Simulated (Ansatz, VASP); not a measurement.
**Cross-check of InAs between VASP and Ansatz**

One calculation is typed for both programs; each brings its own data sets. How far apart do they land? The cell is taken from a series of runs on this material, whose earlier steps may have relaxed, scaled, displaced or heated it; both programs get it as it stands.

Method: plane waves, with VASP 6.6.1 beside it; zone-centre phonons at LDA, in Ansatz 0.2.0.

## Step 1: Starting point

The structure is cubic, space group F-43m (No. 216). Conventional cell: a = 6.066 Å, b = 6.066 Å, c = 6.066 Å, α = 90.00°, β = 90.00°, γ = 90.00°. As has 4 In at 2.63 Å nearest. Nearest to In lie 4 As at 2.63 Å. Farther neighbours are not listed.

## Step 2: VASP: zone-centre phonons, LDA, pair 1

Second derivatives magnify differences that forces hide, and they need a tight electronic threshold.

Lines of VASP's logs that name or quote its potential files are left out, and so is its time.

INCAR

```
SYSTEM = InAs
PREC = Accurate
ENCUT = 500
EDIFF = 1E-08
NELM = 120
ISMEAR = 1
SIGMA = 0.2
LREAL = .FALSE.
ALGO = Normal
GGA = CA
NBANDS = 15
LORBIT = 11
LWAVE = .FALSE.
LCHARG = .FALSE.
ISIF = 2
IBRION = 8
LASPH = .TRUE.
GGA_COMPAT = .FALSE.
KPAR = 2
```

POSCAR

```
InAs
1.0
    0.0000000000      3.0328652981      3.0328652981
    3.0328652981      0.0000000000      3.0328652981
    3.0328652981      3.0328652981      0.0000000000
As In
1 1
Direct
    0.7500000000      0.7500000000      0.7500000000
    0.0000000000      0.0000000000      0.0000000000
```

KPOINTS

```
Automatic mesh
0
Gamma
12 12 12
0 0 0
```

Potentials, in the order of the species: As and In_d (LDA family, release 64).

Run with:

```
> mpirun -np 2 vasp_std
```

Numbers of over 12 decimals in the logs are rounded to 6 here.

The log of the run:

```text
[banner, memory and clock lines left out]
running    2 mpi-ranks, on    1 nodes
 distrk:  each k-point on    1 cores,    2 groups
 distr:  one band on    1 cores,    1 groups

 POSCAR found type information on POSCAR AsIn
 POSCAR found :  2 types and       2 ions
 LDA part: xc-table for (Slater(with rela. corr.)+CA(PZ))
 , standard interpolation
 POSCAR, INCAR and KPOINTS ok, starting setup
 FFT: planning ... GRIDC
 FFT: planning ... GRID_SOFT
 FFT: planning ... GRID
 WAVECAR not read
 entering main loop
       N       E                     dE             d eps       ncg     rms          rms(c)
DAV:   1     0.112418639834E+03    0.11242E+03   -0.82131E+03  2167   0.125E+03
DAV:   2    -0.106230779174E+01   -0.11348E+03   -0.10908E+03  2286   0.301E+02
DAV:   3    -0.911964566621E+01   -0.80573E+01   -0.80134E+01  2790   0.811E+01
DAV:   4    -0.932839780634E+01   -0.20875E+00   -0.20869E+00  2629   0.145E+01
DAV:   5    -0.933625092778E+01   -0.78531E-02   -0.78530E-02  3283   0.239E+00    0.461E+00
DAV:   6    -0.906764717839E+01    0.26860E+00   -0.38087E-01  3373   0.110E+01    0.254E+00
DAV:   7    -0.903036664691E+01    0.37281E-01   -0.10645E-01  3045   0.301E+00    0.682E-01
DAV:   8    -0.902697008994E+01    0.33966E-02   -0.11243E-02  2860   0.129E+00    0.210E-01
DAV:   9    -0.902686734233E+01    0.10275E-03   -0.75122E-04  2742   0.255E-01    0.132E-01
DAV:  10    -0.902689126605E+01   -0.23924E-04   -0.10628E-04  3366   0.169E-01    0.684E-02
DAV:  11    -0.902689557058E+01   -0.43045E-05   -0.32011E-05  3185   0.109E-01    0.501E-02
DAV:  12    -0.902689318403E+01    0.23866E-05   -0.47084E-06  3225   0.294E-02    0.695E-03
DAV:  13    -0.902689322397E+01   -0.39946E-07   -0.66065E-07  2741   0.468E-03    0.194E-03
DAV:  14    -0.902689322115E+01    0.28194E-08   -0.26202E-08  2731   0.249E-03
   1 F= -.90268932E+01 E0= -.90270331E+01  d E =0.419723E-03
 Linear response reoptimize wavefunctions to high precision
DAV:   1    -0.902689322146E+01   -0.30172E-09   -0.23364E-09  2228   0.735E-04
DAV:   2    -0.902689322153E+01   -0.74124E-10   -0.69077E-10  1598   0.216E-04
 Linear response DOF=           2
 Linear response progress:
  Degree of freedom:   1/  2
       N       E                     dE             d eps       ncg     rms          rms(c)
RMM:   1    -0.474781443648E-01   -0.47478E-01    0.64946E-02 17519   0.154E+00
RMM:   2    -0.452780021273E-01    0.22001E-02    0.16841E-03 13235   0.566E-01    0.107E-01
RMM:   3    -0.459610509940E-01   -0.68305E-03   -0.19503E-03 15487   0.242E-01    0.458E-02
RMM:   4    -0.461185098685E-01   -0.15746E-03   -0.15812E-04 15809   0.819E-02    0.106E-02
RMM:   5    -0.461469024381E-01   -0.28393E-04   -0.18582E-05 16223   0.302E-02    0.479E-03
RMM:   6    -0.461314876070E-01    0.15415E-04   -0.24238E-06 15814   0.812E-03    0.163E-03
RMM:   7    -0.461293438802E-01    0.21437E-05   -0.18125E-07 17169   0.262E-03    0.107E-03
RMM:   8    -0.461296732336E-01   -0.32935E-06   -0.58122E-08 16589   0.110E-03    0.642E-04
RMM:   9    -0.461303871458E-01   -0.71391E-06    0.17376E-08 15945   0.389E-04    0.734E-05
RMM:  10    -0.461304725756E-01   -0.85430E-07    0.48603E-08 17228   0.156E-04    0.650E-05
RMM:  11    -0.461304616731E-01    0.10902E-07   -0.37416E-08 17919   0.636E-05    0.164E-05
RMM:  12    -0.461304766533E-01   -0.14980E-07    0.15327E-08 16746   0.248E-05    0.619E-06
RMM:  13    -0.461304770840E-01   -0.43064E-09   -0.19151E-08 17505   0.126E-05    0.175E-06
 first order change of Fermi-energy   0.30619E-03
 force on displaced ion       1 direction 1 :  -7.281  -0.000  -0.000
 Linear response progress:
  Degree of freedom:   2/  2
       N       E                     dE             d eps       ncg     rms          rms(c)
RMM:   1    -0.235520366907E+00   -0.23552E+00   -0.93813E-02 11347   0.490E+00
RMM:   2    -0.237993829286E+00   -0.24735E-02   -0.13319E-02 14235   0.104E+00    0.787E-02
RMM:   3    -0.237941541530E+00    0.52288E-04   -0.15853E-03 15482   0.321E-01    0.380E-02
RMM:   4    -0.237748554592E+00    0.19299E-03   -0.15231E-04 15844   0.107E-01    0.202E-02
RMM:   5    -0.237698963743E+00    0.49591E-04   -0.18882E-05 16540   0.394E-02    0.784E-03
RMM:   6    -0.237698499447E+00    0.46430E-06   -0.77173E-06 16423   0.130E-02    0.192E-03
RMM:   7    -0.237708099324E+00   -0.95999E-05   -0.34062E-06 16806   0.391E-03    0.704E-04
RMM:   8    -0.237707484017E+00    0.61531E-06   -0.81473E-07 16608   0.167E-03    0.453E-04
RMM:   9    -0.237707184036E+00    0.29998E-06   -0.10846E-06 16827   0.722E-04    0.763E-05
RMM:  10    -0.237706821023E+00    0.36301E-06   -0.49265E-07 17010   0.313E-04    0.398E-05
RMM:  11    -0.237706599711E+00    0.22131E-06   -0.67164E-08 17702   0.155E-04    0.104E-05
RMM:  12    -0.237706599562E+00    0.14815E-09   -0.39670E-08 17101   0.885E-05    0.515E-06
 first order change of Fermi-energy  -0.46180E-04
 force on displaced ion       2 direction 1 :  -7.259   0.000   0.000
 Linear response finished
```

Parts of OUTCAR (step 2):

```text
ion  position               nearest neighbor table
   1  0.750  0.750  0.750-   2 2.63   2 2.63   2 2.63   2 2.63
   2  0.000  0.000  0.000-   1 2.63   1 2.63   1 2.63   1 2.63

  LATTYP: Found a face centered cubic cell.
 ALAT       =     6.0657305962

 Subroutine GETGRP returns: Found 24 space group operations
 (whereof 24 operations were pure point group operations)

The static configuration has the point symmetry T_d .

 Found     72 irreducible k-points:

   k-points           NKPTS =     72   k-points in BZ     NKDIM =     72   number of bands    NBANDS=     15

   dimension x,y,z NGX =    32 NGY =   32 NGZ =   32
   dimension x,y,z NGXF=    64 NGYF=   64 NGZF=   64

   ENCUT  =  500.0 eV  36.75 Ry    6.06 a.u.   7.82  7.82  7.82*2*pi/ulx,y,z

   NELECT =      18.0000    total number of electrons

 k-points in reciprocal lattice and weights: Automatic mesh
   0.00000000  0.00000000  0.00000000       0.001
   0.08333333  0.00000000  0.00000000       0.005
   0.16666667  0.00000000  0.00000000       0.005
   0.25000000  0.00000000  0.00000000       0.005
   0.33333333  0.00000000  0.00000000       0.005
   0.41666667  0.00000000  0.00000000       0.005
   0.50000000  0.00000000  0.00000000       0.002
   0.08333333  0.08333333  0.00000000       0.003
   0.16666667  0.08333333  0.00000000       0.014
[...]
-0.33333333  0.50000000  0.16666667       0.007
  -0.25000000  0.50000000  0.25000000       0.003

 average (electrostatic) potential at core
       1 -53.2043       2 -96.1942

  Total       -0.3451054     -0.3451054     -0.3451054      0.0000000      0.0000000      0.0000000
  in kB       -9.9099839     -9.9099839     -9.9099839      0.0000000      0.0000000      0.0000000
  external PRESSURE =      -9.9099839 kB  Pullay stress =       0.0000000 kB

  energy-cutoff  :      500.00
  volume of cell :       55.79
      direct lattice vectors                 reciprocal lattice vectors
     0.000000000  3.032865298  3.032865298    -0.164860602  0.164860602  0.164860602
     3.032865298  0.000000000  3.032865298     0.164860602 -0.164860602  0.164860602
     3.032865298  3.032865298  0.000000000     0.164860602  0.164860602 -0.164860602

 POSITION                                       TOTAL-FORCE (eV/Angst)
 -----------------------------------------------------------------------------------
      4.54930      4.54930      4.54930         0.000000     -0.000000     -0.000000
      0.00000      0.00000      0.00000        -0.000000      0.000000      0.000000
 -----------------------------------------------------------------------------------
    total drift:                                0.000000      0.000000      0.000000

 Eigenvectors and eigenvalues of the dynamical matrix
 ----------------------------------------------------

   1 f  =    6.261220 THz    39.340408 2PiTHz  208.851832 cm-1    25.894315 meV
             X         Y         Z           dx          dy          dz
      4.549298  4.549298  4.549298     0.000000    0.778372    0.000000
      0.000000  0.000000  0.000000     0.000000   -0.627804    0.000000

   2 f  =    6.261220 THz    39.340408 2PiTHz  208.851832 cm-1    25.894315 meV
             X         Y         Z           dx          dy          dz
      4.549298  4.549298  4.549298     0.778372    0.000000    0.000000
      0.000000  0.000000  0.000000    -0.627804    0.000000    0.000000

   3 f  =    6.261220 THz    39.340408 2PiTHz  208.851832 cm-1    25.894315 meV
             X         Y         Z           dx          dy          dz
      4.549298  4.549298  4.549298     0.000000    0.000000    0.778372
      0.000000  0.000000  0.000000     0.000000    0.000000   -0.627804

   4 f/i=    0.004643 THz     0.029173 2PiTHz    0.154874 cm-1     0.019202 meV
             X         Y         Z           dx          dy          dz
      4.549298  4.549298  4.549298    -0.627804    0.000000    0.000000
      0.000000  0.000000  0.000000    -0.778372    0.000000    0.000000

   5 f/i=    0.004643 THz     0.029173 2PiTHz    0.154874 cm-1     0.019202 meV
             X         Y         Z           dx          dy          dz
      4.549298  4.549298  4.549298     0.000000   -0.627804    0.000000
      0.000000  0.000000  0.000000     0.000000   -0.778372    0.000000

   6 f/i=    0.004643 THz     0.029173 2PiTHz    0.154874 cm-1     0.019202 meV
             X         Y         Z           dx          dy          dz
      4.549298  4.549298  4.549298     0.000000    0.000000   -0.627804
      0.000000  0.000000  0.000000     0.000000    0.000000   -0.778372

 ELASTIC MODULI CONTR FROM IONIC RELAXATION (kBar)
 Direction    XX          YY          ZZ          XY          YZ          ZX
 --------------------------------------------------------------------------------
 XX          -0.0000     -0.0000     -0.0000      0.0000      0.0000     -0.0000
 YY          -0.0000     -0.0000     -0.0000      0.0000      0.0000      0.0000
 ZZ          -0.0000     -0.0000     -0.0000      0.0000      0.0000     -0.0000
 XY           0.0000      0.0000      0.0000   -196.8326     -0.0000      0.0000
 YZ           0.0000      0.0000      0.0000     -0.0000   -196.8326     -0.0000
 ZX          -0.0000      0.0000     -0.0000      0.0000     -0.0000   -196.8326
 --------------------------------------------------------------------------------
```

## Step 3: Ansatz: zone-centre phonons, LDA, pair 1

Ansatz runs on its PAW soft_1 files.

The same cell, functional (in two slightly different forms), mesh and smearing now go to Ansatz, which takes its cutoff from its data sets.

input.yaml

```yaml
crystal:
  lattice:
    - [0.0, 3.0328652981, 3.0328652981]
    - [3.0328652981, 0.0, 3.0328652981]
    - [3.0328652981, 3.0328652981, 0.0]
  atoms:
    - { symbol: As, position: [0.75, 0.75, 0.75] }
    - { symbol: In, position: [0.0, 0.0, 0.0] }
kpoints:
  mp_grid: { grid: [12, 12, 12] }
hamiltonian:
  xc: lda
  pseudopotentials: { kind: paw, azcp: { folder: soft_1 }, xc_functional: pbe }
scf:
  occupations: { method: methfessel_paxton, width: 0.2 }
output:
  eigenvalues: true
phonons:
  method: dfpt
```

Run with:

```
> ansatz run input.yaml --threads 4 --pin off --max-ram 10240MiB --backend cpu --events-out ev --progress --plain --runs-dir out
```

The log of the run:

```text
zone centre: on kpoints.mp_grid the ground state, and the responses unless they are solved on pairs of k-points, stand on 163 of the mesh's 1728 k-points, reduced under 8 symmetry operations, with k and −k counted as one. Each operation leaves every solved displacement unchanged or reverses it
Engine: ansatz 0.2.0, aarch64-unknown-linux-gnu
Pseudopotentials: kind: paw
Pseudopotential: As, paw, valence charge 15, recommended cutoff 420 eV (normal), soft_1/As.paw.azcp
Pseudopotential: In, paw, valence charge 13, recommended cutoff 420 eV (normal), soft_1/In.paw.azcp
Functional definition: SPW92
  exchange = slater_x
  correlation = pw_c
Crystal: 2 atoms, lattice volume = 55.794 Å³
Basis set: ecut = 420 eV, 1067 PW (Γ), exchange–correlation on 60×60×60 points (8 copies of the dense FFT grid, shifted against one another)
Bands: 18, of which v1, the nominal top of the filled ones, is band 14 counted from 1 (13 counted from 0)
Symmetry: 24 space group operations
k-points: 163 of 1728 (irreducible under 8 space group operations, time reversal used)
Non-local potential: As, projectors of the file, l = 0: 2, l = 1: 2, l = 2: 3, l = 3: 1
Non-local potential: In, projectors of the file, l = 0: 2, l = 1: 2, l = 2: 2, l = 3: 1
PAW form: soft (Blöchl's): semilocal exchange-correlation on the pseudo side does not see the compensation charge
PAW frozen core: As, regenerated for the run's functional, and the local potential with it (the file was generated under x = pbe(κ = 0.804, μ = 0.219515), c = pbe(β = 0.066725))
PAW frozen core: In, regenerated for the run's functional, and the local potential with it (the file was generated under x = pbe(κ = 0.804, μ = 0.219515), c = pbe(β = 0.066725))
PAW one-centre angular grid: As, 590 points (default); XC on 64 Gauss nodes
PAW one-centre angular grid: In, 590 points (default); XC on 64 Gauss nodes
Initial density: superposition of atomic densities (chi_scale 0.1, normalization cell, long waves kept (reshape's long-wave potential 0.00 eV rms))
Initial wavefunctions: pseudopotential atomic-orbital guess
Functional: x = slater, c = lda
SCF iter   1: F=—  HF=-10231.422391 eV  |F-HF|=—  |Δ(HF+E_count)|=         —  Δρ=2.75e-2  dr2=3.73e-1  ethr=3.10e-3  ⟨swp⟩=5.2  Hψ=14893  notcnv=0
preconditioner: auto → none  [insulator: Δε(μ)=0.754 eV  Ē_g=14.622 eV  σ=0.200 eV  W_gap=0.68  n_scr=14 (ndim 8)  ℏωp=21.1 eV  f_vac=0.010  D(μ)=0.06/eV (n_scr^D=0)  ε∞_Penn≈3.1]
SCF iter   2: F=—  HF=-10231.315896 eV  |F-HF|=—  |Δ(HF+E_count)|=   1.06e-1  S|Δr|=    0.00e0  Δρ=1.21e-2  dr2=6.14e-2  ethr=1.33e-3  ⟨swp⟩=2.0  Hψ=4853  notcnv=0
SCF iter   3: F=—  HF=-10231.301163 eV  |F-HF|=—  |Δ(HF+E_count)|=   1.47e-2  S|Δr|=    0.00e0  Δρ=2.41e-3  dr2=7.34e-3  ethr=2.19e-4  ⟨swp⟩=2.9  Hψ=5253  notcnv=0
SCF iter   4: F=—  HF=-10231.298165 eV  |F-HF|=—  |Δ(HF+E_count)|=   3.00e-3  S|Δr|=    0.00e0  Δρ=6.28e-4  dr2=1.07e-4  ethr=2.62e-5  ⟨swp⟩=2.1  Hψ=5222  notcnv=0
SCF iter   5: F=—  HF=-10231.298190 eV  |F-HF|=—  |Δ(HF+E_count)|=   2.45e-5  S|Δr|=    0.00e0  Δρ=1.66e-4  dr2=5.27e-6  ethr=3.80e-7  ⟨swp⟩=3.0  Hψ=5195  notcnv=0
SCF iter   6: F=—  HF=-10231.298194 eV  |F-HF|=—  |Δ(HF+E_count)|=   4.03e-6  S|Δr|=    0.00e0  Δρ=1.09e-5  dr2=2.77e-8  ethr=1.88e-8  ⟨swp⟩=2.0  Hψ=5177  notcnv=0
SCF iter   7: F=—  HF=-10231.298195 eV  |F-HF|=—  |Δ(HF+E_count)|=   1.31e-6  S|Δr|=    0.00e0  Δρ=4.91e-6  dr2=1.22e-8  ethr=9.91e-11  ⟨swp⟩=2.0  Hψ=5217  notcnv=0
SCF iter   8: F=—  HF=-10231.298195 eV  |F-HF|=—  |Δ(HF+E_count)|=   8.72e-9  S|Δr|=    0.00e0  Δρ=5.87e-7  dr2=8.17e-11  ethr=4.37e-11  ⟨swp⟩=2.0  Hψ=5217  notcnv=0
SCF iter   9: F=-10231.298195 eV  HF=-10231.298195 eV  |F-HF|=7.28e-12  |Δ(HF+E_count)|=  2.18e-11  S|Δr|=    0.00e0  Δρ=8.65e-8  dr2=1.86e-12  ethr=1.00e-12  ⟨swp⟩=5.3  Hψ=11956  notcnv=0
SCF 1 converged in 9 iterations: F = -10231.298195 eV  dr2 = 1.86e-12
  greatest PAW one-centre occupation: 0.999 electrons in one spin orbital (limit 2), on the As atom at site 0 (counted from 0), in its partial waves of l = 2
DFPT response loops at Γ: preconditioner auto → Kerker (q_TF=auto, 2.432 Å⁻¹) (partly filled bands, converged f_vac=0.091); β = 1.00, the filter's whole step (`scf.mixing.beta` (0.50) is not read by the response loops under this deck's `scf.mixing.preconditioner`; to damp them name `kerker` or `kerker_dos`, under which they read `scf.mixing.beta`, and type it under 1.00, their step now; both keys bind the ground state too); Broyden in place of MSR1
SCF converged after 9 iterations
Stability not checked: this state was not tested for a lower state beside it, because cold or Methfessel-Paxton smearing, or corrected tetrahedra, fill the levels in a way that the test cannot read (fill_not_monotonic; see scf.lower_state_search)
Free energy (F): -10231.298195 eV
Harris-Foulkes:  -10231.298195 eV  (|F-HF|=7.28e-12)
Internal energy: -10231.298617 eV  (E = F + TS)
E sigma→0 (E₀):  -10231.298301 eV
Entropy (-TS):   0.000422 eV (0.211 meV/atom)
Fermi energy:    7.280784 eV
Step filling:    the computed levels leave a gap of 0.0000 eV = 0.0 smearing widths at the electron count; against every level under it full and every level over it empty, smearing changes F+E_penalty+E_count by +0.170 meV and its σ→0 estimate by +0.064 meV
--- Per-component energies (eV) ---
  E_band       = -330.142479
  E_kinetic    = 317.971392
  E_local      = -3498.618551  (includes V_loc(G=0)·N_el)
  E_nonlocal   = -59.490840
  E_hartree    = 1735.794834
  E_xc         = -212.108801
  E_vxc        = -164.387690  (∫ρ·V_xc dr)
  E_paw        = -6001.796844  (= ΣΔE_a)
  E_vpaw       = -397.206532  (= ΣTr[D̂ρ^β])
  E_aug_tail   = 0.000080  (compensation charges beyond the density's cutoff)
  E_ewald      = -2515.409652
  E_core_change = 2.359764  (= ΣΔE_core)
  E_smearing   = 0.000422  (= −TS)
  E_closure    = -0.000000  (closes the sum)
  Σ components = -10231.298195   (vs F -10231.298195, Δ=0.00e0)
--- Band table (eV; the first three rows and the last of 163) ---
  k-point 0: bands = [... 10 lower, -4.6410, 6.7502, 7.2373, 7.2373, 7.2373, 11.0686, 11.0686, 11.0686]
  k-point 1: bands = [... 10 lower, -4.5691, 5.8335, 7.1460, 7.1460, 7.9047, 11.0843, 11.2028, 11.2028]
  k-point 2: bands = [... 10 lower, -4.3616, 4.6363, 6.9245, 6.9245, 8.3055, 11.4282, 11.5100, 11.5100]
  k-point 162: bands = [... 10 lower, -2.6141, 1.4906, 4.2981, 4.3756, 11.3126, 11.4471, 12.0803, 13.2137]
--- Phonons (Γ-DFPT): 2 representative perturbations + reference, on 163 of 1728 k-points (Σ response iterations 6) ---
  k mesh reduced under 8 symmetry operations, with k and −k counted as one. Each operation leaves every solved displacement unchanged or reverses it
  ASR residual: 7.026e-5 → 0.000e0 eV/Å²; symmetrization residual: 1.981e-5 eV/Å²
  ASR residual per site (eV/Å²): 3.25e-5 7.03e-5
  Γ frequencies (cm⁻¹): 0.00 0.00 0.00 208.04 208.04 208.04
  non-analytic LO–TO correction: not included (Born effective charges unavailable; polar crystals: no LO–TO splitting at Γ)
```

## Step 4: Differences

Known differences besides the potentials themselves: the two LDA forms differ slightly; the data sets hold 28 valence electrons in Ansatz (on its PAW soft_1 files) and 18 in VASP; the cutoff is 420 eV in Ansatz and 500 eV in VASP; VASP's log shows a relativistic correction to its local exchange, Ansatz's none. Total energies have different zeros and are not compared.

Both answers:

```tsv
quantity	Ansatz	VASP	difference
optical mode 1 to 3 (cm⁻¹)	208.0	208.9	-0.39 %
```

Modes are paired by rising frequency, not by their patterns, so a pair may set unlike modes beside each other; they are those without the splitting of longitudinal modes.

(Continued in part 2 of 2.)

[Lines on the potential files, build, host, timing and source positions are cut from VASP's logs without a mark.]

[Logs are printed without paths, hosts, clocks, repeated set-up lines and the standing remarks that a program may print on its own settings, such as how far it seeks lower states.]

[Hosts, paths, dates, database ids (printed as entryN), source tags and the programs' standing remarks are cut or masked in the printed files.]
